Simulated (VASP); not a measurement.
Data:

```xyz
3
Lattice="0.0000 2.9197 2.9197 2.9197 0.0000 2.9197 2.9197 2.9197 0.0000" Properties=species:S:1:pos:R:3 pbc="T T T"
Li     1.4599     1.4599     1.4599
Li     4.3796     4.3796     4.3796
Se     2.9197     2.9197     5.8394
```

Calculation: r2SCAN+rVV10, VASP's PBE PAW potentials (set 64) (plane waves; VASP). Numerical set-up: 520 eV cut-off, 7×7×7 Γ-centred mesh, Gaussian smearing of 0.050 eV, potentials Li_sv Se.

Predict the energy per atom (σ→0), pressure.

| Property | Result |
|---|---|
| energy per atom (σ→0) | -7.690 eV/atom |
| pressure | 2.33 GPa |

Total energies compare only between runs with the same potentials, cut-off and functional.

The compound is Li2Se in the antifluorite structure. This cell is one point of a volume scan, at 0.94 of the reference volume.
